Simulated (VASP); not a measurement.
An input for Ansatz (written as the equivalent of a VASP run, and not itself run):

Ansatz 0.2 input:
```yaml
crystal:
  lattice:
    - [0.0000000, 2.9711367, 2.9711367]
    - [2.9711367, 0.0000000, 2.9711367]
    - [2.9711367, 2.9711367, 0.0000000]
  atoms:
    - { symbol: Ca, position: [0.0000000, 0.0000000, 0.0000000] }
    - { symbol: Se, position: [0.5000000, 0.5000000, 0.5000000] }
kpoints:
  mp_grid: { grid: [8, 8, 8] }
hamiltonian:
  xc: r2scan
  pseudopotentials: { kind: paw }
scf:
  occupations: { method: gaussian, width: 0.05 }
  max_iter: 100
output: { forces: true, stress: true, eigenvalues: true }
```

### Question
Translate this input to VASP (INCAR, KPOINTS, POSCAR, choice of POTCAR).

### Answer
Several could match; the one computed here: 
POSCAR:
```
CaSe
1
    0.0000000000     2.9711367130     2.9711367130
    2.9711367130     0.0000000000     2.9711367130
    2.9711367130     2.9711367130     0.0000000000
Ca Se
1 1
Direct
  0.0000000000   0.0000000000   0.0000000000
  0.5000000000   0.5000000000   0.5000000000
```

INCAR:
```
ALGO=Normal
EDIFF=1E-7
ENCUT=480
ISIF=2
ISMEAR=0
LASPH=.TRUE.
LCHARG=.FALSE.
LMAXMIX=4
LMIXTAU=.TRUE.
LREAL=.FALSE.
LWAVE=.FALSE.
METAGGA=R2SCAN
NELM=100
PREC=Accurate
SIGMA=0.05
SYSTEM=CaSe
```

### KPOINTS
```
Automatic mesh
0
Gamma
8 8 8
0 0 0
```

POTCAR, in this order: Ca_sv Se (PBE.64 set). Program: vasp_std.

Limits of the translation: each code has its own PAW files, so the cut-off isn't converted (ENCUT is set for VASP's; basis.ecutwfc is left out, and Ansatz then takes the one that its files recommend); Ansatz stops its SCF on the density residual and VASP on the energy change (EDIFF).

The compound is CaSe in the rock salt structure. It was relaxed first.
